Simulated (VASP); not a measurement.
AlGa3N2:

```
Al Ga N
1.0
     4.18836    0.00000    0.00000
     0.00000    4.18836    0.00000
     0.00000    0.00000    6.08660
Al Ga N
1 3 2
Direct
  0.00000 0.00000 0.00000
  0.00000 0.50000 0.50000
  0.50000 0.00000 0.50000
  0.50000 0.50000 0.50000
  0.50000 0.50000 0.12395
  0.50000 0.50000 0.87605
```

The cell was built by a generator and needn't be a form met in nature.

| Item | Value |
| --- | --- |
| Program | VASP 6.6.1 |
| Task | relaxation of cell and atoms |
| Functional | PBE |
| Potentials or basis | VASP PAW PBE potentials, release 64 (Al, Ga_d, N) |
| Cutoff | 520 eV |
| k mesh | 4 × 4 × 3 |
| Occupations | gaussian, width 0.15 eV |
| Spin | no spin polarisation |

At the start: pressure 12.8 GPa; volume 17.80 Å³/atom.

**Question.** How do energy, volume and symmetry change on relaxing?

**Answer.** Over 18 steps the energy falls by 891.4 meV/atom and the volume is 22.64 Å³/atom (+27.2 %); space group P4/mmm (No. 123, to 0.05 Å).

The path:
```csv
step,energy change (eV),largest force (eV/Å),pressure (GPa),volume (Å³)
1,0.0000,7.1388,12.82,106.77
2,23.3561,231.0163,71.34,127.83
3,-0.2351,7.1504,11.14,108.16
4,-0.8834,7.5878,9.41,109.41
5,-4.5996,2.4514,9.27,118.84
6,-4.5479,7.4692,11.05,119.79
7,-4.6046,3.6027,9.56,119.09
8,-4.4743,8.5191,-6.18,143.83
9,-5.0874,4.0912,0.48,129.31
10,-5.2004,4.9576,0.16,142.98
11,-5.3433,0.1600,-0.39,137.22
12,-5.3432,0.0627,-0.09,137.06
13,-5.3445,0.0134,-0.03,136.88
14,-5.3469,0.2268,-0.27,136.34
15,-5.3454,0.6290,-0.07,135.24
16,-5.3474,0.3229,-0.16,136.04
17,-5.3479,0.1468,-0.12,135.94
18,-5.3481,0.0395,-0.02,135.82
```

Final structure:
```cif
data_structure
_symmetry_space_group_name_H-M 'P 1'
_symmetry_Int_Tables_number 1
_cell_length_a 4.9199
_cell_length_b 4.9199
_cell_length_c 5.6113
_cell_angle_alpha 90.000
_cell_angle_beta 90.000
_cell_angle_gamma 90.000
_cell_volume 135.82
loop_
_atom_site_label
_atom_site_type_symbol
_atom_site_fract_x
_atom_site_fract_y
_atom_site_fract_z
_atom_site_occupancy
Al1 Al 0.00000 0.00000 0.00000 1
Ga1 Ga 0.00000 0.50000 0.50000 1
Ga2 Ga 0.50000 0.00000 0.50000 1
Ga3 Ga 0.50000 0.50000 0.50000 1
N1 N 0.50000 0.50000 0.10152 1
N2 N 0.50000 0.50000 0.89848 1
```

Caveat: the k mesh is coarse (spacing up to 0.38 Å⁻¹), so the values aren't converged; the volume moved by over 15 % at a fixed basis, so the end points are rough.
